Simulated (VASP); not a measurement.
# Co4H6CO3 (Cm) in VASP: single point with PBE+U

Aim: the single point of Co4H6CO3 with PBE+U.

All numbers are computed with VASP 6.6.1; they aren't measurements. Logs are shortened: lines on timing, memory, paths and dates and some standing lists are left out, and cuts for length are marked.

### Step 1. Starting point

The structure is monoclinic, space group Cm (No. 8). The conventional cell has a = 11.120 Å, b = 7.409 Å, c = 3.696 Å, α = 90.00°, β = 93.95°, γ = 90.00°. Co (site symmetry m) is surrounded by 3 O at 1.27 to 1.29 Å. Co (site symmetry m) is surrounded by 2 H at 1.04 Å. Co (site symmetry 1) is surrounded by 2 H at 1.04 Å. Around O (site symmetry m) lie 1 Co at 1.29 Å. O (site symmetry 1) has 1 Co at 1.27 Å as nearest neighbours. C (site symmetry m) is surrounded by 3 Co at 1.29 to 1.34 Å. H (site symmetry 1) is surrounded by 1 Co at 1.04 Å. H (site symmetry 1) has 1 Co at 1.04 Å as nearest neighbours.

The cell was built by a generator and needn't be a form met in nature.

### Step 2. Single point, PBE+U, collinear spin, twin_end start

File INCAR:

```
SYSTEM = Co4H6CO3
PREC = Accurate
ENCUT = 520
EDIFF = 1E-7
ISMEAR = 0
SIGMA = 0.0407
LREAL = .False.
LASPH = .True.
NELM = 150
ALGO = Normal
ISIF = 2
LWAVE = .False.
LCHARG = .False.
ISPIN = 2
MAGMOM = 0.89 0 0.01 0.01 0.19 0.16 0.16 0 0 0 0 0 0 0
LORBIT = 11
LMAXMIX = 4
LDAU = .True.
LDAUTYPE = 2
LDAUL = 2 -1 -1 -1
LDAUU = 5.1 0 0 0
LDAUJ = 0 0 0 0
LDAUPRINT = 1
GGA = PE
NBANDS = 49
```

File KPOINTS:

```
regular mesh
0
Gamma
  3 3 5
  0 0 0
```

File POSCAR:

```
Co4H6CO3
1.0
    4.5653653100      3.7045820800      3.1734317500
    4.5653653100     -3.7045820800      3.1734317500
    1.8954990100      0.0000000000     -3.1734317500
Co O C H
4 3 1 6
Direct
    0.5464000000      0.5464000000      0.0013000000
    0.0971000000      0.0971000000      0.2177000000
    0.4119000000      0.1053000000      0.4840000000
    0.1053000000      0.4119000000      0.4840000000
    0.6512000000      0.6512000000      0.1753000000
    0.6515000000      0.3499000000      0.9057000000
    0.3499000000      0.6515000000      0.9057000000
    0.2000000000      0.2000000000      0.4000000000
    0.2019750000      0.9415380000      0.1411090000
    0.9415380000      0.2019750000      0.1411090000
    0.4718840000      0.1833990000      0.6873640000
    0.1833990000      0.4718840000      0.6873640000
    0.4691160000      0.9526830000      0.3545990000
    0.9526830000      0.4691160000      0.3545990000
```

Potentials or basis: VASP PAW PBE potentials, release 64 (Co, O, C, H).

Started as:

```bash
cat potpaw_PBE.64/Co/POTCAR potpaw_PBE.64/O/POTCAR potpaw_PBE.64/C/POTCAR potpaw_PBE.64/H/POTCAR > POTCAR
mpirun -np 1 vasp_std > vasp.out
```

OUTCAR:

```text
SYSTEM = Co4H6CO3
   PREC = Accurate
   ENCUT = 520
   EDIFF = 1E-7
   ISMEAR = 0
   LREAL = .False.
   LASPH = .True.
   NELM = 150
   ISIF = 2
   ISPIN = 2
   LORBIT = 11
   GGA = PE

 ion  position               nearest neighbor table
   1  0.546  0.546  0.001-   6 1.27   7 1.27   5 1.29
   2  0.097  0.097  0.218-   9 1.04  10 1.04   8 1.29   4 2.29   3 2.29
   3  0.412  0.105  0.484-  13 1.04  11 1.04   8 1.34   4 2.27   2 2.29
   4  0.105  0.412  0.484-  14 1.04  12 1.04   8 1.34   3 2.27   2 2.29
   5  0.651  0.651  0.175-   1 1.29
   6  0.651  0.350  0.906-   1 1.27
   7  0.350  0.651  0.906-   1 1.27
   8  0.200  0.200  0.400-   2 1.29   3 1.34   4 1.34
   9  0.202  0.942  0.141-   2 1.04
  10  0.942  0.202  0.141-   2 1.04
  11  0.472  0.183  0.687-   3 1.04
  12  0.183  0.472  0.687-   4 1.04
  13  0.469  0.953  0.355-   3 1.04
  14  0.953  0.469  0.355-   4 1.04

 -----------------------------------------------------------------------------
|                                                                             |
|           W    W    AA    RRRRR   N    N  II  N    N   GGGG   !!!           |
|           W    W   A  A   R    R  NN   N  II  NN   N  G    G  !!!           |
|           W    W  A    A  R    R  N N  N  II  N N  N  G       !!!           |
|           W WW W  AAAAAA  RRRRR   N  N N  II  N  N N  G  GGG   !            |
|           WW  WW  A    A  R   R   N   NN  II  N   NN  G    G                |
|           W    W  A    A  R    R  N    N  II  N    N   GGGG   !!!           |
|                                                                             |
|     The distance between some ions is very small. Please check the          |
|     nearest-neighbor list in the OUTCAR file.                               |
|     I HOPE YOU KNOW WHAT YOU ARE DOING!                                     |
|                                                                             |
 -----------------------------------------------------------------------------

  LATTYP: Found a base centered monoclinic cell.
 ALAT       =    11.1199333605
 B/A-ratio  =     0.6662957340
 C/A-ratio  =     0.3324146502
 COS(beta)  =    -0.0689481421

  Lattice vectors:

 A1 = (   4.5653653100,   3.7045820800,   3.1734317500)
 A2 = (   4.5653653100,  -3.7045820800,   3.1734317500)
 A3 = (   1.8954990100,   0.0000000000,  -3.1734317500)

Analysis of symmetry for initial positions (statically):
=====================================================================
 Subroutine PRICEL returns:
 Original cell was already a primitive cell.

 Routine SETGRP: Setting up the symmetry group for a
 base centered monoclinic supercell.

 Subroutine GETGRP returns: Found  2 space group operations
 (whereof  2 operations were pure point group operations)
 out of a pool of  4 trial point group operations.

The static configuration has the point symmetry C_1h.

Analysis of symmetry for dynamics (positions and initial velocities):
=====================================================================
 Subroutine PRICEL returns:
 Original cell was already a primitive cell.

 Routine SETGRP: Setting up the symmetry group for a
 base centered monoclinic supercell.

 Subroutine GETGRP returns: Found  2 space group operations
 (whereof  2 operations were pure point group operations)
 out of a pool of  4 trial point group operations.

The dynamic configuration has the point symmetry C_1h.

Analysis of structural, dynamic, and magnetic symmetry:
=====================================================================
 Subroutine PRICEL returns:
 Original cell was already a primitive cell.

 Routine SETGRP: Setting up the symmetry group for a
 base centered monoclinic supercell.

 Subroutine GETGRP returns: Found  2 space group operations
 (whereof  2 operations were pure point group operations)
 out of a pool of  4 trial point group operations.

The overall configuration has the point symmetry C_1h.

[... 281 lines left out ...]
  o =  0.8885  v = -0.5144 -0.0453  0.1292 -0.1927  0.8243  0.0000  0.0000  0.0000  0.0000  0.0000      0.0000  0.0000  0.0000  0.0000  0.0000  0.0000  0.0000  0.0000  0.0000  0.0000
  o =  0.8896  v =  0.0000  0.0000  0.0000  0.0000  0.0000 -0.5200  0.0291  0.1116 -0.2268  0.8154      0.0000  0.0000  0.0000  0.0000  0.0000  0.0000  0.0000  0.0000  0.0000  0.0000
  o =  0.9070  v =  0.4653 -0.7490 -0.3651 -0.0573  0.2931  0.0000  0.0000  0.0000  0.0000  0.0000      0.0000  0.0000  0.0000  0.0000  0.0000  0.0000  0.0000  0.0000  0.0000  0.0000
  o =  0.9078  v =  0.0000  0.0000  0.0000  0.0000  0.0000  0.4411 -0.7255 -0.3940 -0.0435  0.3490      0.0000  0.0000  0.0000  0.0000  0.0000  0.0000  0.0000  0.0000  0.0000  0.0000
  o =  0.9496  v =  0.0000  0.0000  0.0000  0.0000  0.0000 -0.1744 -0.4219  0.3534 -0.7378 -0.3498      0.0000  0.0000  0.0000  0.0000  0.0000  0.0000  0.0000  0.0000  0.0000  0.0000
  o =  0.9498  v =  0.1991  0.4039 -0.3869  0.7127  0.3737  0.0000  0.0000  0.0000  0.0000  0.0000      0.0000  0.0000  0.0000  0.0000  0.0000  0.0000  0.0000  0.0000  0.0000  0.0000
  o =  0.9864  v = -0.6314 -0.1646 -0.7014  0.0380 -0.2843  0.0000  0.0000  0.0000  0.0000  0.0000      0.0000  0.0000  0.0000  0.0000  0.0000  0.0000  0.0000  0.0000  0.0000  0.0000
  o =  0.9869  v =  0.0000  0.0000  0.0000  0.0000  0.0000 -0.6360 -0.1521 -0.6962  0.0428 -0.2930      0.0000  0.0000  0.0000  0.0000  0.0000  0.0000  0.0000  0.0000  0.0000  0.0000

 number of electron      63.9999991 magnetization       0.0000082

 Free energy of the ion-electron system (eV)
  ---------------------------------------------------
  ext. energy  EPLUGINS =         0.00000000
  ---------------------------------------------------
  free energy    TOTEN  =        -6.27354732 eV

  energy without entropy =       -6.27354732  energy(sigma->0) =       -6.27354732

 E-fermi :   1.8817     XC(G=0):  -8.4453

 val. band max:        1.7196483101   @ k =   0.3333   0.3333   0.2000
 cond. band min:       2.0411227070   @ k =   0.3333   0.3333   0.0000
 fundamental gap:      0.3214743969
 Fermi energy:         1.8816898762

 spin component 1

 k-point     1 :       0.0000    0.0000    0.0000
  band No.  band energies     occupation
      1     -19.4391      1.00000
      2     -18.7409      1.00000
      3     -18.2430      1.00000
      4     -10.8443      1.00000
      5      -8.8580      1.00000
      6      -8.7370      1.00000
[... 741 lines left out ...]
     43       8.6591      0.00000
     44       8.9318      0.00000
 Fermi energy:         1.8816898762

 spin component 2

 k-point     1 :       0.0000    0.0000    0.0000
  band No.  band energies     occupation
      1     -19.5262      1.00000
      2     -18.4397      1.00000
      3     -18.3914      1.00000
      4     -10.8499      1.00000
      5      -8.9002      1.00000
      6      -8.6886      1.00000
[... 741 lines left out ...]
     43       8.6548      0.00000
     44       8.9782      0.00000
 [bands above 44 left out]

------------------------ aborting loop because EDIFF is reached ----------------------------------------

  FORCE on cell =-STRESS in cart. coord.  units (eV):
  Direction    XX          YY          ZZ          XY          YZ          ZX
  --------------------------------------------------------------------------------------
  -------------------------------------------------------------------------------------
  Total      177.6997435    176.3917084      2.6446267      0.0000000      0.0000000     -3.9629839
  in kB     1874.1674143   1860.3718019     27.8924051      0.0000000      0.0000000    -41.7968828
  external PRESSURE =    1254.1438738 kB  Pullay stress =       0.0000000 kB

 VOLUME and BASIS-vectors are now :
 -----------------------------------------------------------------------------
  energy-cutoff  :      520.00
  volume of cell :      151.91
      direct lattice vectors                 reciprocal lattice vectors
     4.565365310  3.704582080  3.173431750     0.077389026  0.134967991  0.046224666
     4.565365310 -3.704582080  3.173431750     0.077389026 -0.134967991  0.046224666
     1.895499010  0.000000000 -3.173431750     0.154778053  0.000000000 -0.222666945

 POSITION                                       TOTAL-FORCE (eV/Angst)
 -----------------------------------------------------------------------------------
      4.99150      0.00000      3.46380         4.075492      0.000000     -3.443959
      1.29924      0.00000     -0.07458       -15.492957      0.000000     -5.797962
      3.27863      1.13582      0.10536         5.193290      7.211387      4.665237
      3.27863     -1.13582      0.10536         5.193290     -7.211387      4.665237
      6.27821      0.00000      3.57677        32.254289      0.000000      2.895021
      6.28851      1.11730      0.30370       -18.129946     32.733881      0.301680
      6.28851     -1.11730      0.30370       -18.129946    -32.733881      0.301680
      2.58435      0.00000      0.00000         6.101456      0.000000     -2.180828
      5.48803     -2.73977      3.18106        -6.588259     18.363052      1.988480
      5.48803      2.73977      3.18106        -6.588259    -18.363052      1.988480
      4.29450      1.06872     -0.10181        19.004550     -1.838566     -4.398262
      4.29450     -1.06872     -0.10181        19.004550      1.838566     -4.398262
      7.16317     -1.79141      3.38669       -12.948775     14.366478      1.706730
      7.16317      1.79141      3.38669       -12.948775    -14.366478      1.706730
 -----------------------------------------------------------------------------------
    total drift:                                0.001020      0.000000      0.000141

  FREE ENERGIE OF THE ION-ELECTRON SYSTEM (eV)
  ---------------------------------------------------
  free  energy   TOTEN  =        -6.2735473191 eV

  energy  without entropy=       -6.2735473189  energy(sigma->0) =       -6.27354732

 total charge

# of ion       s       p       d       tot
------------------------------------------
    1        1.223   2.051   9.506  12.780
    2        0.826   0.824   9.176  10.827
    3        0.815   0.784   9.086  10.685
    4        0.815   0.784   9.086  10.685
    5        1.645   3.517   0.000   5.163
    6        1.654   3.531   0.000   5.185
    7        1.654   3.531   0.000   5.185
    8        1.118   2.033   0.000   3.151
    9        0.662   0.151   0.000   0.812
   10        0.662   0.151   0.000   0.812
   11        0.667   0.147   0.000   0.813
   12        0.667   0.147   0.000   0.813
   13        0.659   0.151   0.000   0.810
   14        0.659   0.151   0.000   0.810
--------------------------------------------------
tot         13.726  17.953  36.855  68.534

 magnetization (x)

# of ion       s       p       d       tot
------------------------------------------
    1        0.001  -0.000   0.018   0.018
    2       -0.001  -0.009  -0.001  -0.011
    3       -0.001  -0.003  -0.005  -0.009
    4       -0.001  -0.003  -0.005  -0.009
    5        0.003   0.266   0.000   0.268
    6       -0.002  -0.117   0.000  -0.119
    7       -0.002  -0.117   0.000  -0.119
    8       -0.000  -0.000   0.000  -0.000
    9       -0.003  -0.000   0.000  -0.003
   10       -0.003  -0.000   0.000  -0.003
   11       -0.002  -0.000   0.000  -0.002
   12       -0.002  -0.000   0.000  -0.002
   13        0.001  -0.000   0.000   0.000
   14        0.001  -0.000   0.000   0.000
--------------------------------------------------
tot         -0.010   0.013   0.007   0.010
```

It took 13 min on 1 thread of AMD EPYC 9R45 (Zen 5), shared host; peak memory 0.38 GiB.

What came out:

```
Free energy                                       : -6.2735 eV
Pressure                                          : 125.4 GPa
Largest force                                     : 37.420 eV/Å
Band gap on the k mesh                            : 0.32 eV, indirect (least direct gap 0.36 eV)
Net moment                                        : 0.00 μB per cell
Site moments                                      : Co +0.02, -0.01; O +0.27, -0.12; C -0.00; H -0.00, +0.00 μB
All electrons inside the program's atomic spheres : Co 12.78, 10.83, 10.69; O 5.16, 5.18; C 3.15; H 0.81
```

Forces on the atoms (eV/Å):
```
Co    4.075   0.000  -3.444
Co  -15.493   0.000  -5.798
Co    5.193   7.211   4.665
Co    5.193  -7.211   4.665
O    32.254   0.000   2.895
O   -18.130  32.734   0.302
O   -18.130 -32.734   0.302
C     6.101   0.000  -2.181
H    -6.588  18.363   1.988
H    -6.588 -18.363   1.988
H    19.005  -1.839  -4.398
H    19.005   1.839  -4.398
H   -12.949  14.366   1.707
H   -12.949 -14.366   1.707
```

Stress tensor (GPa, compression positive):
```
187.42   0.00  -4.18
  0.00 186.04   0.00
 -4.18   0.00   2.79
```

Eigenvalues of the final occupation matrices:
| site | spin | trace | eigenvalues |
| --- | --- | --- | --- |
| site 1 d | 1 | 4.84 | 0.61 0.99 1.00 1.10 1.14 |
| site 1 d | 2 | 4.83 | 0.60 0.99 1.00 1.10 1.14 |
| site 2 d | 1 | 4.63 | 0.87 0.90 0.92 0.95 1.00 |
| site 2 d | 2 | 4.64 | 0.87 0.90 0.92 0.95 1.00 |
| site 3 d | 1 | 4.59 | 0.86 0.89 0.91 0.95 0.99 |
| site 3 d | 2 | 4.59 | 0.86 0.89 0.91 0.95 0.99 |
| site 4 d | 1 | 4.59 | 0.86 0.89 0.91 0.95 0.99 |
| site 4 d | 2 | 4.59 | 0.86 0.89 0.91 0.95 0.99 |

Caveat: a pressure of tens of GPa on the cell as given is suspect, and the run, the potentials or the cell itself is likely at fault; an odd mesh through Γ misses points on the zone boundary, where band edges often lie; forces of over 1 eV/Å show positions far from the minimum, so gaps and moduli don't describe the material at rest.
